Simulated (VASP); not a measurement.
Here is the system:

```
CELL_PARAMETERS angstrom
      0.00000     2.11505     2.11505
      2.11505     0.00000     2.11505
      2.11505     2.11505     0.00000
ATOMIC_POSITIONS crystal
  Ti 0.00000 0.00000 0.00000
  N  0.50000 0.50000 0.50000
```

Calculation: optB86b-vdW, VASP's PBE PAW potentials (set 64) (plane waves; VASP). Numerical set-up: 520 eV cut-off, Gaussian smearing of 0.050 eV, potentials Ti_sv N.

### Question
What does the run give for the band gap (along the path) with the smallest direct gap where there is one?

### Answer

The band gap (along the path) is none (metal, semimetal or under 0.01 eV).

Only differences to runs with the same potentials and settings are physical.

The compound is TiN in the rock salt structure. It was relaxed first. The electron count is odd and the run is not spin-polarised, which forces a metal.
